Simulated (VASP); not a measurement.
```xyz
4
Lattice="3.7223 0.0000 0.0000 0.0000 3.7223 0.0000 0.0000 0.0000 3.7223" Properties=species:S:1:pos:R:3 pbc="T T T"
Cu     0.0000     1.8612     1.8612
Cu     1.8612     0.0000     1.8612
Cu     1.8612     1.8612     0.0000
Au     0.0000     0.0000     0.0000
```

Calculation: PBE GGA with D3 dispersion (zero damping), VASP's PBE PAW potentials (set 64) (plane waves; VASP 6.6.1). Run with 520 eV cut-off, Gaussian smearing of 0.050 eV, potentials Cu Au.

Unless said otherwise, spin-orbit coupling is left out, though it shifts the bands of the heavy elements here.

Q: Estimate the band gap (along the path) with the smallest direct gap where there is one.

A: 
- band gap (along the path): none (metal, semimetal or under 0.01 eV)

Only differences to runs with the same potentials and settings are physical.

The compound is Cu3Au in the L1_2 structure. It was relaxed first.
